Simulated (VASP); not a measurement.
Calculation: SCAN meta-GGA, VASP's PBE PAW potentials (set 64) (plane waves; VASP).

The input files of a VASP run:

File KPOINTS:
```
Automatic mesh
0
Gamma
7 7 7
0 0 0
```

**INCAR**
```
# general
SYSTEM   =  CdTe
PREC     =  Accurate
ENCUT    =  520
LREAL    =  F
LASPH    =  T

# electronic loop
EDIFF    =  1E-7   # SCF stop (eV)
NELM     =  100
ALGO     =  Normal
LMAXMIX  =  4   # l cut-off of mixed one-centre charges
LMIXTAU  =  T

# smearing
ISMEAR   =  0
SIGMA    =  0.05

# functional
METAGGA  =  SCAN

# ions
ISIF     =  2   # forces and stress, cell fixed

# output
LWAVE    =  F
LCHARG   =  F
```

**POSCAR**
```
CdTe
1
    0.0000000000     3.2337132999     3.2337132999
    3.2337132999     0.0000000000     3.2337132999
    3.2337132999     3.2337132999     0.0000000000
Cd Te
1 1
Direct
  0.0000000000   0.0000000000   0.0000000000
  0.2500000000   0.2500000000   0.2500000000
```

POTCAR, in this order: Cd Te (PBE.64 set). Program: vasp_std.

Unless said otherwise, spin-orbit coupling is left out, though it shifts the bands of the heavy elements here.

Question: Predict the energy per atom (σ→0), pressure, band gap (on the k-mesh).

Answer: 
```yaml
energy per atom (σ→0): -34.308 eV/atom
band gap (on the k-mesh): 1.05 eV
pressure: 1.30 GPa
```

OSZICAR:
```
...
DAV:  22    -0.686168763646E+02    0.75157E-06   -0.72180E-08   390   0.379E-03    0.175E-03
DAV:  23    -0.686168754223E+02    0.94228E-06   -0.18764E-08   305   0.195E-03    0.971E-04
DAV:  24    -0.686168745177E+02    0.90462E-06   -0.70260E-09   280   0.107E-03    0.188E-04
DAV:  25    -0.686168742937E+02    0.22402E-06   -0.23132E-09   270   0.599E-04    0.529E-04
DAV:  26    -0.686168748265E+02   -0.53280E-06   -0.98763E-10   275   0.404E-04    0.223E-04
DAV:  27    -0.686168749852E+02   -0.15868E-06   -0.30679E-10   265   0.226E-04    0.135E-04
DAV:  28    -0.686168750766E+02   -0.91398E-07   -0.37491E-10   275   0.278E-04
   1 F= -.68616875E+02 E0= -.68616875E+02  d E =-.105097E-13
```

The compound is CdTe in the zinc blende structure. This cell is one point of a volume scan, at 0.97 of the reference volume.
